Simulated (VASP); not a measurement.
Input:

```
CuCl
1.0
    0.00000     2.67227     2.67227
    2.67227     0.00000     2.67227
    2.67227     2.67227     0.00000
Cu Cl
1 1
Direct
  0.00000   0.00000   0.00000
  0.25000   0.25000   0.25000
```

Level of theory: PBE GGA, VASP's PBE PAW potentials (set 64) (plane waves; VASP). Run with 300 eV cut-off, 7×7×7 Γ-centred mesh shifted by (0.5, 0.5, 0.5), Gaussian smearing of 0.020 eV, potentials Cu Cl.

At this cut-off the stress carries a Pulay error, which pulls relaxed volumes low.

Task: What does the run give for the energy per atom (σ→0), pressure?

Result: 
```json
{
  "energy per atom (σ→0)": "-305.0 kJ/mol of atoms",
  "pressure": "1.54 GPa"
}
```

The structure is a typed CuCl crystal. The cell was not relaxed at this level.
